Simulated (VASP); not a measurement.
Output of a VASP run:

File OSZICAR:
```
       N       E                     dE             d eps       ncg     rms          rms(c)
DAV:   1     0.826148239396E+02    0.82615E+02   -0.55231E+03  1295   0.104E+03
DAV:   2    -0.299926050639E+00   -0.82915E+02   -0.81397E+02  1277   0.274E+02
DAV:   3    -0.346312289636E+01   -0.31632E+01   -0.31523E+01  1471   0.637E+01
DAV:   4    -0.352453708176E+01   -0.61414E-01   -0.61406E-01  1531   0.932E+00
DAV:   5    -0.352660410107E+01   -0.20670E-02   -0.20669E-02  1511   0.151E+00    0.581E-01
DAV:   6    -0.351614076049E+01    0.10463E-01   -0.12997E-02  1475   0.217E+00    0.299E-01
DAV:   7    -0.351277323453E+01    0.33675E-02   -0.63500E-03  1475   0.142E+00    0.880E-02
DAV:   8    -0.351258781622E+01    0.18542E-03   -0.32862E-04  1510   0.355E-01    0.908E-03
DAV:   9    -0.351258535508E+01    0.24611E-05   -0.63575E-06  1492   0.468E-02    0.461E-03
DAV:  10    -0.351258459002E+01    0.76506E-06   -0.87092E-07   837   0.992E-03
   1 F= -.35125846E+01 E0= -.35113186E+01  d E =-.253196E-02
```

OUTCAR:
```
------------------------ aborting loop because EDIFF is reached ----------------------------------------
  FORCE on cell =-STRESS in cart. coord.  units (eV):
  Direction    XX          YY          ZZ          XY          YZ          ZX
  --------------------------------------------------------------------------------------
  Total        0.8965958      0.8965958      0.8965958      0.0000000      0.0000000      0.0000000
  in kB       50.3353902     50.3353902     50.3353902      0.0000000      0.0000000      0.0000000
  external PRESSURE =      50.3353902 kB  Pullay stress =       0.0000000 kB
  volume of cell :       28.54
      direct lattice vectors                 reciprocal lattice vectors
     0.000000000  2.425500000  2.425500000    -0.206143063  0.206143063  0.206143063
     2.425500000  0.000000000  2.425500000     0.206143063 -0.206143063  0.206143063
     2.425500000  2.425500000  0.000000000     0.206143063  0.206143063 -0.206143063
 POSITION                                       TOTAL-FORCE (eV/Angst)
 -----------------------------------------------------------------------------------
      0.00000      0.00000      0.00000        -0.000000      0.000000      0.000000
 -----------------------------------------------------------------------------------
    total drift:                                0.000000     -0.000000      0.000000
  FREE ENERGIE OF THE ION-ELECTRON SYSTEM (eV)
  ---------------------------------------------------
  free  energy   TOTEN  =        -3.5125845900 eV

  energy  without entropy=       -3.5100526262  energy(sigma->0) =       -3.51131861
```
(Selected blocks of OUTCAR.)

File POSCAR:
```
Pb
1
    0.0000000000     2.4255000000     2.4255000000
    2.4255000000     0.0000000000     2.4255000000
    2.4255000000     2.4255000000     0.0000000000
Pb
1
Direct
  0.0000000000   0.0000000000   0.0000000000
```

Question: Reconstruct the remaining input files.

Answer: Several could match; the one computed here: the input of the run itself, PBE GGA, plane waves, VASP's PBE PAW potentials (set 64).

KPOINTS:
```
Automatic mesh
0
Gamma
11 11 11
0 0 0
```

### INCAR
```
# general
SYSTEM  = Pb
PREC    = Accurate
ENCUT   = 300
LREAL   = F
LASPH   = T

# electronic loop
EDIFF   = 1E-6   # SCF stop (eV)
NELM    = 100   # most electronic steps
ALGO    = Normal
LMAXMIX = 4   # l cut-off of mixed one-centre charges

# smearing
ISMEAR  = 0
SIGMA   = 0.1   # width (eV)

# functional
GGA     = PE   # PBE

# ions
ISIF    = 2   # forces and stress, cell fixed

# output
LWAVE   = F
LCHARG  = F
```

POTCAR, in this order: Pb_d (PBE.64 set). Program: vasp_std.

At this cut-off the stress carries a Pulay error, which pulls relaxed volumes low.

The structure is a typed Pb crystal (Fm-3m). The cell was not relaxed at this level, and its volume differs by -5.9 % from the start's.
